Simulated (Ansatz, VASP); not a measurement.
**One calculation of TlSi3, two programs**

```
CELL_PARAMETERS angstrom
5.99322 0.00000 0.00000
-2.99661 5.19028 0.00000
0.00000 0.00000 4.81048
ATOMIC_POSITIONS crystal
Tl 0.33333 0.66667 0.25000
Tl 0.66667 0.33333 0.75000
Si 0.83300 0.66600 0.25000
Si 0.16700 0.83300 0.75000
Si 0.33400 0.16700 0.25000
Si 0.16700 0.33400 0.75000
Si 0.83300 0.16700 0.25000
Si 0.66600 0.83300 0.75000
```

Alike in both runs: task single point; functional PBE; k mesh 6 × 6 × 4; occupations gaussian, width 0.1 eV; no spin polarisation.

```csv
,VASP,Ansatz
version,VASP 6.6.1,Ansatz 0.2.0
potentials or method,"VASP PAW PBE potentials, release 64 (Tl_d, Si)","scalar-relativistic, plane waves, PAW"
plane-wave cutoff (eV),520,420
valence electrons in the cell,50,50
```

```csv
,VASP,Ansatz,Ansatz less VASP
gap on the k mesh at the Fermi level (eV),none,none,-
pressure (GPa),2.0,2.0,+0.02
largest component of the traceless stress (GPa),2.87,2.86,-0.001
rms of the force components (eV/Å),0.365,0.364,-0.0001
```

Atom by atom the forces differ by 0.000 eV/Å (rms over components). A gap of «none» marks a metal or a gap that the smearing closes. With one functional, cell and mesh, what is left measures potentials, basis and numerics.

Spin-orbit coupling is left out, which matters for the levels of Tl.
